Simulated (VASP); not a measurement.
An input for Quantum ESPRESSO's pw.x (written as the equivalent of a VASP run, and not itself run):

```
&CONTROL
  calculation = 'scf'
  pseudo_dir = './pseudo'
  outdir = './out'
  tprnfor = .true.
  tstress = .true.
/
&SYSTEM
  ibrav = 0
  nat = 2
  ntyp = 2
  ecutwfc = 84
  occupations = 'tetrahedra'
  input_dft = 'vdw-df-ob86'
/
&ELECTRONS
  conv_thr = 7.3e-09
  electron_maxstep = 100
/
ATOMIC_SPECIES
  V 50.941 V.upf
  N 14.007 N.upf
CELL_PARAMETERS angstrom
     0.0000000    2.0500015    2.0500015
     2.0500015    0.0000000    2.0500015
     2.0500015    2.0500015    0.0000000
ATOMIC_POSITIONS crystal
  V    0.0000000  0.0000000  0.0000000
  N    0.5000000  0.5000000  0.5000000
K_POINTS automatic
  17 17 17 0 0 0
```

Q: Translate this input to VASP (INCAR, KPOINTS, POSCAR, choice of POTCAR).

A: This is not unique; one that fits is 
### POSCAR
```
VN
2.0500020
  0.0000000000   0.9999997611   0.9999997611
  0.9999997611   0.0000000000   0.9999997611
  0.9999997611   0.9999997611   0.0000000000
V N
1 1
Cartesian
  0.0000000000   0.0000000000   0.0000000000
  0.9999997611   0.9999997611   0.9999997611
```

File KPOINTS:
```
Automatic mesh
0
Gamma
17 17 17
0 0 0
```

INCAR:
```
ALGO=Normal   # blocked Davidson
ISIF=2
ISMEAR=-5   # tetrahedra, Bloechl
PARAM1=0.1234
LUSE_VDW=.True.
AGGAC=0.0
LASPH=.True.   # aspherical one-centre terms
SYSTEM=VN
LORBIT=11
ENCUT=520   # plane-wave cut-off (eV)
GGA=MK
NEDOS=601
LCHARG=.True.
EDIFF=1E-7   # SCF stop (eV)
LWAVE=.False.
PARAM2=1.0
PREC=Accurate
NELM=100   # most electronic steps
LREAL=.False.   # projection in real space or not
LMAXMIX=4
```

POTCAR, in this order: V_sv N (PBE.64 set). Program: vasp_std.

What does not carry over: the potentials are each code's own (VASP's PAW set, PseudoDojo norm-conserving files in pw.x), so ENCUT and ecutwfc are chosen apart and not converted; conv_thr bounds pw.x's estimated SCF error, while EDIFF bounds the energy change between steps.

The compound is VN in the rock salt structure, which distorts at low temperature. It was relaxed first.
